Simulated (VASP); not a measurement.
Pd:

```
Pd
1.0
     0.00000    1.95865    1.95865
     1.95865    0.00000    1.95865
     1.95865    1.95865    0.00000
Pd
1
Direct
  0.00000 0.00000 0.00000
```

- Program: VASP 6.6.1
- Task: relaxation of cell and atoms
- Functional: PBEsol
- Potentials or basis: VASP PAW PBE potentials, release 64 (Pd)
- Cutoff: 480 eV
- k mesh: 18 × 18 × 18
- Occupations: gaussian, width 0.1 eV
- Spin: no spin polarisation

At the start: pressure -6.3 GPa; volume 15.03 Å³/atom.

**Question.** How do energy, volume and symmetry change on relaxing?

**Answer.** Over 4 steps the energy falls by 10.2 meV/atom and the volume is 14.52 Å³/atom (-3.4 %); space group Fm-3m (No. 225, to 0.05 Å).

Step by step:
```
step  energy change (eV)  largest force (eV/Å)  pressure (GPa)  volume (Å³)
   1              0.0000                0.0000           -6.30        15.03
   2              0.0172                0.0000           12.45        13.78
   3             -0.0102                0.0000           -0.10        14.53
   4             -0.0102                0.0000            0.04        14.52
```

Final structure:
```xyz
1
Lattice="0.0000 1.9365 1.9365 1.9365 0.0000 1.9365 1.9365 1.9365 0.0000" Properties=species:S:1:pos:R:3 pbc="T T T"
Pd    0.0000    0.0000    0.0000
```

Caveat: the PAW data sets were made with another functional, which shifts forces and pressure a little.
